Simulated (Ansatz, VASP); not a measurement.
**Y2Si3O: VASP beside Ansatz**

Contents of INCAR:

```
PREC = Accurate
ENCUT = 520
EDIFF = 1E-6
ISMEAR = 0
SIGMA = 0.1
LREAL = False
LASPH = True
NELM = 100
ALGO = Normal
ISIF = 2
LWAVE = False
LCHARG = False
GGA = PE
NBANDS = 29
```

The input KPOINTS:

```
Automatic mesh
0
Gamma
  6 6 2
```

The input POSCAR:

```
Y2Si3O
1.0
    3.5039725900      0.0000000000      0.0000000000
    0.0000000000      3.5039725900      0.0000000000
    0.0000000000      0.0000000000      7.6865659700
Y Si O
2 3 1
Direct
    0.0000000000      0.5000000000      0.7372320300
    0.5000000000      0.0000000000      0.2627679700
    0.5000000000      0.5000000000      0.0000000000
    0.0000000000      0.5000000000      0.3774000100
    0.5000000000      0.0000000000      0.6225999900
    0.0000000000      0.0000000000      0.0000000000
```

Input for Ansatz:

```yaml
crystal:
  lattice:
    - [3.50397259, 0.0, 0.0]
    - [0.0, 3.50397259, 0.0]
    - [0.0, 0.0, 7.68656597]
  atoms:
    - { symbol: "Y", position: [0.0, 0.5, 0.73723203] }
    - { symbol: "Y", position: [0.5, 0.0, 0.26276797] }
    - { symbol: Si, position: [0.5, 0.5, 0.0] }
    - { symbol: Si, position: [0.0, 0.5, 0.37740001] }
    - { symbol: Si, position: [0.5, 0.0, 0.62259999] }
    - { symbol: O, position: [0.0, 0.0, 0.0] }
basis:
  ecutwfc: 420
kpoints:
  mp_grid: { grid: [6, 6, 2] }
hamiltonian:
  xc: pbe
scf:
  occupations: { method: gaussian, width: 0.1 }
  lower_state_search: "off"
output:
  forces: true
  stress: true
  eigenvalues: true
```

Change from the starting cell: species swapped into the Hf2CuSb3 type (P-4m2, No. 115).

Alike in both runs: task single point; functional PBE; k mesh 6 × 6 × 2; occupations gaussian, width 0.1 eV; no spin polarisation.

|  | VASP | Ansatz |
| --- | --- | --- |
| version | VASP 6.6.1 | Ansatz 0.2.0 |
| potentials or method | VASP PAW PBE potentials, release 64 (Y_sv, Si, O) | scalar-relativistic, plane waves, PAW |
| plane-wave cutoff (eV) | 520 | 420 |
| valence electrons in the cell | 40 | 40 |

Ansatz gave:

- gap on the k mesh at the Fermi level (eV): none
- pressure (GPa): 24.6
- largest component of the traceless stress (GPa): 5.86
- rms of the force components (eV/Å): 0.611

Which values does VASP return?

gap on the k mesh at the Fermi level (eV): none; pressure (GPa): 24.4; largest component of the traceless stress (GPa): 5.81; rms of the force components (eV/Å): 0.612.

Atom by atom the forces differ by 0.001 eV/Å (rms over components). A gap of «none» marks a metal or a gap that the smearing closes.

Caveats: the k mesh is coarse (spacing up to 0.41 Å⁻¹), so the values aren't converged; so large a pressure means that the cell lies far from this level's equilibrium, or that cutoff or potentials fall short (VASP); forces of over 1 eV/Å show positions far from the minimum, so gaps and moduli don't describe the material at rest.
